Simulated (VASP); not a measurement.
# CoSn with PBE: from relaxation to properties, part 3 of 3

How well does PBE reproduce what experiment finds for CoSn? The cell is relaxed first, and properties follow on it. The start is a computed cell from the Materials Project.

VASP 6.6.1, plane waves and PAW; the level of theory is named at each step.

So far. Step 12 (Density of states (PBE)): The finer mesh and the other smearing move the Fermi level by +0.05 eV from the 6×6×6 run, one measure of the sampling error in the zero of the bands above. Of the states within 0.3 eV of the Fermi level, the largest shares in the PAW spheres are Co d 76 % and Sn p 6 %. The rest lies in smaller channels or between the spheres. The relaxed cell has a = 5.294, c = 4.228 Å (conventional setting).

## Step 14: Band structure (PBE + SOC) (continued)

On-site spin-orbit energy by atom:

| atom | on-site spin-orbit energy (eV) |
| --- | --- |
| Co1 | -0.018 |
| Co2 | -0.018 |
| Co3 | -0.018 |
| Sn4 | -0.103 |
| Sn5 | -0.103 |
| Sn6 | -0.106 |

Electronic bands along the path, in eV, zero at the Fermi level; # counts the bands kept in this run:

| point | #35 | #36 | #37 | #38 | #39 | #40 | #41 | #42 |
| --- | --- | --- | --- | --- | --- | --- | --- | --- |
| Γ | -0.30 | -0.30 | -0.26 | -0.26 | 0.55 | 0.55 | 0.69 | 0.69 |
| 0.47 of the way | -0.23 | -0.23 | 0.05 | 0.06 | 0.63 | 0.63 | 1.16 | 1.16 |
| M | -0.30 | -0.30 | 0.78 | 0.79 | 1.09 | 1.09 | 1.73 | 1.73 |
| 0.47 of the way | -0.21 | -0.21 | 0.83 | 0.83 | 1.28 | 1.28 | 1.50 | 1.50 |
| K | -0.11 | -0.11 | 1.14 | 1.14 | 1.33 | 1.33 | 1.46 | 1.46 |
| 0.53 of the way | -0.23 | -0.23 | 0.19 | 0.19 | 0.64 | 0.64 | 1.11 | 1.11 |
| Γ | -0.30 | -0.30 | -0.26 | -0.26 | 0.55 | 0.55 | 0.69 | 0.69 |
| 0.47 of the way | -0.31 | -0.31 | -0.29 | -0.29 | 0.51 | 0.52 | 0.61 | 0.61 |
| A | -0.41 | -0.41 | -0.40 | -0.40 | -0.30 | -0.30 | -0.29 | -0.29 |
| 0.47 of the way | -0.39 | -0.39 | -0.35 | -0.35 | -0.13 | -0.13 | -0.12 | -0.12 |
| L | -0.40 | -0.40 | -0.33 | -0.33 | -0.30 | -0.30 | -0.06 | -0.06 |
| 0.47 of the way | -0.45 | -0.45 | -0.40 | -0.40 | -0.34 | -0.34 | -0.05 | -0.05 |
| H | -0.54 | -0.54 | -0.48 | -0.48 | -0.36 | -0.36 | -0.05 | -0.05 |
| 0.53 of the way | -0.39 | -0.39 | -0.36 | -0.36 | -0.12 | -0.12 | -0.10 | -0.10 |
| A | -0.41 | -0.41 | -0.40 | -0.40 | -0.30 | -0.30 | -0.29 | -0.29 |
| jump to L | -0.40 | -0.40 | -0.33 | -0.33 | -0.30 | -0.30 | -0.06 | -0.06 |
| 0.47 of the way | -0.32 | -0.32 | -0.31 | -0.31 | 0.07 | 0.07 | 0.52 | 0.52 |
| M | -0.30 | -0.30 | 0.78 | 0.79 | 1.09 | 1.09 | 1.73 | 1.73 |
| jump to K | -0.11 | -0.11 | 1.14 | 1.14 | 1.33 | 1.33 | 1.46 | 1.46 |
| 0.47 of the way | -0.10 | -0.10 | 0.11 | 0.11 | 0.17 | 0.17 | 0.41 | 0.41 |
| H | -0.54 | -0.54 | -0.48 | -0.48 | -0.36 | -0.36 | -0.05 | -0.05 |

Of the projections kept (Co, Sn), the largest for each band there, as a share of the weight inside these atoms' spheres; weight between the spheres isn't counted:

| point | #35 | #36 | #37 | #38 | #39 | #40 | #41 | #42 |
| --- | --- | --- | --- | --- | --- | --- | --- | --- |
| Γ | Co 0.99 | Co 0.99 | Co 0.99 | Co 0.99 | Co 0.97 | Co 0.97 | Co 0.85 | Co 0.85 |
| M | Co 0.99 | Co 0.99 | Co 0.96 | Co 0.96 | Co 0.74 | Co 0.74 | Sn 0.54 | Sn 0.54 |
| K | Co 0.99 | Co 0.99 | Co 0.74 | Co 0.74 | Co 0.67 | Co 0.67 | Co 0.68 | Co 0.68 |
| Γ | Co 0.99 | Co 0.99 | Co 0.99 | Co 0.99 | Co 0.97 | Co 0.97 | Co 0.85 | Co 0.85 |
| A | Co 0.99 | Co 0.99 | Co 1.00 | Co 1.00 | Co 0.98 | Co 0.98 | Co 0.99 | Co 0.99 |
| L | Co 0.99 | Co 0.99 | Co 0.87 | Co 0.87 | Co 0.99 | Co 0.99 | Co 0.91 | Co 0.91 |

There is no gap at this level.

## Step 15: A single point (PBE) with a changed input

This step: PBE, spin-polarised from a zero-moment start; plane waves and PAW (Co, Sn_d) (VASP 6.6.1).

This run is made with a changed input; what comes of it follows.

Contents of INCAR:

```
SYSTEM = CoSn
PREC = Accurate
ENCUT = 400
EDIFF = 1E-06
NELM = 67
ISMEAR = 1
SIGMA = 0.2
LREAL = .FALSE.
ALGO = Normal
GGA = PE
NBANDS = 45
ISPIN = 2
MAGMOM = -0 -0 -0 0 0 0
LASPH = .TRUE.
LMAXMIX = 4
LORBIT = 11
LWAVE = .FALSE.
LCHARG = .FALSE.
KPAR = 8
ISIF = 2
NUPDOWN = 60
```

Contents of POSCAR:

```
CoSn
1.0
    5.2937248327      0.0000000000      0.0000000000
   -2.6468624163      4.5845001857      0.0000000000
    0.0000000000      0.0000000000      4.2276606844
Co Sn
3 3
Direct
    0.0000000000      0.5000000000      0.0000000000
    0.5000000000      0.5000000000      0.0000000000
    0.5000000000      0.0000000000      0.0000000000
    0.6666666700      0.3333333300      0.5000000000
    0.3333333300      0.6666666700      0.5000000000
    0.0000000000      0.0000000000      0.0000000000
```

Contents of KPOINTS:

```
Automatic mesh
0
Gamma
6 6 6
0 0 0
```

The projector-augmented-wave data sets are Co and Sn_d (PBE family, release 64).

Launch:

```sh
mpirun -np 8 vasp_std
```

It took 4.6 min on 8 MPI ranks of Intel Xeon 6975P-C (Granite Rapids), shared host.

The run was cut off at its time limit.

The fault in the input: moment fixed beyond the electrons or bands at hand (ISPIN = 2 and NUPDOWN = 60). NUPDOWN must fit the electron count, and NBANDS must hold the larger spin.

## Step 16: Summary of results

* relaxed volume: 17.10 Å³/atom
* relaxed conventional cell a, b, c: 5.294, 5.294, 4.228 Å; angles 90.0, 90.0, 120.0°
* space group after relaxing, within 0.02 Å: P6/mmm (No. 191)
* moment of the cell: 0 μB
* band gap: none, a metal
* DOS at the Fermi level: 3.38 states/eV/cell
* highest zone-centre mode: 257 cm⁻¹
* band gap (PBE + SOC): none, a metal

In words: With PBE, CoSn relaxes to 17.10 Å³/atom in space group P6/mmm (held by the symmetry of the run) and comes out as a metal. Bands along the symmetry lines (PBE): Of the bands kept, 4 cross the Fermi level on this path. Vibrations at Γ (PBE): The highest mode in this list at Γ, 256.9 cm⁻¹, has its largest share on Co (57 % of the kinetic energy). Band structure (PBE + SOC): Of the bands kept, 8 cross the Fermi level on this path (spinor bands, one electron each). The k-sampling is coarse for a metal, so the Fermi level, pressures and the shape of the cell carry errors. With an odd electron count and no spin the cell is a metal by construction. Modes at Γ alone can't show that the crystal is stable at other wave vectors. No search among competing phases was made, and a listed structure need not be the one stable at ambient conditions. All values are for a static lattice at zero temperature.

Comparison with the measured values:

| quantity | measured | PBE, zero-moment start |
| --- | --- | --- |
| lattice constant a (Å) | 5.26926 | 5.294 (+0.5 %) |
| lattice constant c (Å) | 4.2431 | 4.228 (-0.4 %) |

Measured values from arxiv:2005.14119 (2020).

How well it matches: The lattice constant a is off by +0.5 %. The lattice constant c is off by -0.4 %. The magnetic state of these runs (no moments) need not be that of the sample, so the match is not graded. Zero-point motion and thermal expansion (measured at up to 15 K) are not in the computed lattice constants.

[Lines on the potential files, build, host, timing and source positions are cut from VASP's logs without a mark.]

[Logs are printed without paths, hosts, clocks, repeated set-up lines and the standing remarks that a program may print on its own settings, such as how far it seeks lower states.]

[Hosts, paths, dates, database ids (printed as entryN), source tags and the programs' standing remarks are cut or masked in the printed files.]

[A measured line is paired with the nearest computed mode of its activity, which favours agreement.]

[In band tables of VASP the shares of atoms and orbitals are scaled to a sum of 1 inside the atoms' spheres.]
